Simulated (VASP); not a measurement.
Set up this calculation in VASP 6.6.1, as the native input.

```yaml
Task: relaxation of cell and atoms
Functional: PBE
Potentials_or_basis: VASP PAW PBE potentials, release 64 (Cu, Mo_sv)
Cutoff: 520 eV
k_mesh: 10 × 10 × 4
Occupations: gaussian, width 0.1 eV
Spin: no spin polarisation
Further_INCAR_settings: ALGO = Normal; EDIFF = 1e-06; IBRION = 2; EDIFFG = -0.01; NSW = 90; ISIF = 3
```

The structure of Cu2Mo lies in POSCAR:

```
Cu2Mo
1.0
    3.1860000000      0.0000000000      0.0000000000
    0.0000000000      3.1860000000      0.0000000000
    0.0000000000      0.0000000000      8.1480000000
Cu Mo
4 2
Direct
    0.0000000000      0.5000000000      0.5817378500
    0.5000000000      0.0000000000      0.4182621500
    0.0000000000      0.5000000000      0.2708640200
    0.5000000000      0.0000000000      0.7291359800
    0.0000000000      0.5000000000      0.9202258200
    0.5000000000      0.0000000000      0.0797741800
```

The cell was built by a generator and needn't be a form met in nature.

The input as run:

INCAR

```
ALGO = Normal
EDIFF = 1E-6
EDIFFG = -0.01
ENCUT = 520
GGA = PE
IBRION = 2
ISIF = 3
ISMEAR = 0
KPAR = 4
LASPH = T
LCHARG = F
LREAL = F
LWAVE = F
NELM = 120
NSW = 90
PREC = Accurate
SIGMA = 0.1
```

KPOINTS

```
k-points
0
Gamma
  10 10 4
```

Potentials or basis: VASP PAW PBE potentials, release 64 (Cu, Mo_sv).

Run with:

```bash
$ cat potpaw_PBE.64/Cu/POTCAR potpaw_PBE.64/Mo_sv/POTCAR > POTCAR
$ mpirun -np 4 vasp_std > vasp.out
```

It gave:

The relaxed volume is 13.71 Å³/atom and the relaxed cell is a = 3.182 Å, b = 3.182 Å, c = 8.126 Å, α = 90.00°, β = 90.00°, γ = 90.00°. The space group after relaxing (to 0.05 Å) is P4/nmm (No. 129), the energy gained by relaxing is 0.7 meV/atom and the ionic steps are 11. The pressure after relaxing is -0.1 GPa. The largest force after relaxing is 0.007 eV/Å and the band gap on the k mesh is none (metal or under the smearing width).

Wall time 8.4 min on 4 MPI ranks on Intel(R) Xeon(R) Platinum 8488C (Sapphire Rapids) (shared host), peak memory 0.31 GiB a rank.
